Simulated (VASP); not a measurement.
The input files of a VASP run:

**POSCAR**
```
AlIn3Sb4
1
    0.0000000000     3.2151634713     3.2151634713
    3.2151634713     0.0000000000     3.2151634713
   12.8624105638    12.8624105638    -0.0017566786
In Sb Al
3 4 1
Direct
  0.0080769336   0.0080769336   0.9939422998
  0.0003371514   0.0003371514   0.2497471364
  0.9930984801   0.9930984801   0.5051761399
  0.2532354404   0.2532354404   0.0600734197
  0.2456415141   0.2456415141   0.3157688645
  0.2385001036   0.2385001036   0.5711249224
  0.2619367943   0.2619367943   0.8035474043
  0.9991735826   0.9991735826   0.7506198131
```

### KPOINTS
```
K-points
0
Gamma
 9 9 3
```

**INCAR**
```
SYSTEM = AlIn3Sb4
PREC = Accurate
ENCUT = 400
EDIFF = 1E-7
NELM = 100
ALGO = Normal
LREAL = .FALSE.
LASPH = .TRUE.
ISMEAR = -5
GGA = PS
LMAXMIX = 4
LWAVE = .FALSE.
LCHARG = .TRUE.
LORBIT = 11
NEDOS = 601
ISIF = 2
LEFG = .TRUE.
```

POTCAR, in this order: In_d Sb Al (PBE.64 set). Program: vasp_std.

Q: Translate this PBEsol calculation to Quantum ESPRESSO's pw.x.

A: One equivalent input (not run):
```
&CONTROL
  calculation = 'scf'
  pseudo_dir = './pseudo'
  outdir = './out'
  tprnfor = .true.
  tstress = .true.
/
&SYSTEM
  ibrav = 0
  nat = 8
  ntyp = 3
  ecutwfc = 80
  occupations = 'tetrahedra'
  input_dft = 'pbesol'
/
&ELECTRONS
  conv_thr = 7.3e-09
  electron_maxstep = 100
/
ATOMIC_SPECIES
  In 114.818 In.upf
  Sb 121.760 Sb.upf
  Al 26.982 Al.upf
CELL_PARAMETERS angstrom
     0.0000000    3.2151635    3.2151635
     3.2151635    0.0000000    3.2151635
    12.8624106   12.8624106   -0.0017567
ATOMIC_POSITIONS crystal
  In   0.0080769  0.0080769  0.9939423
  In   0.0003372  0.0003372  0.2497471
  In   0.9930985  0.9930985  0.5051761
  Sb   0.2532354  0.2532354  0.0600734
  Sb   0.2456415  0.2456415  0.3157689
  Sb   0.2385001  0.2385001  0.5711249
  Sb   0.2619368  0.2619368  0.8035474
  Al   0.9991736  0.9991736  0.7506198
K_POINTS automatic
  9 9 3 0 0 0
```
Limits of the translation: the potentials are each code's own (VASP's PAW set, PseudoDojo norm-conserving files in pw.x), so ENCUT and ecutwfc are chosen apart and not converted; conv_thr bounds pw.x's estimated SCF error, while EDIFF bounds the energy change between steps; the field gradients of LEFG aren't asked of the other code.

The structure was generated: AlIn3Sb4 was put into an ordered model structure (R3m), which need not be its known phase. It was relaxed first.
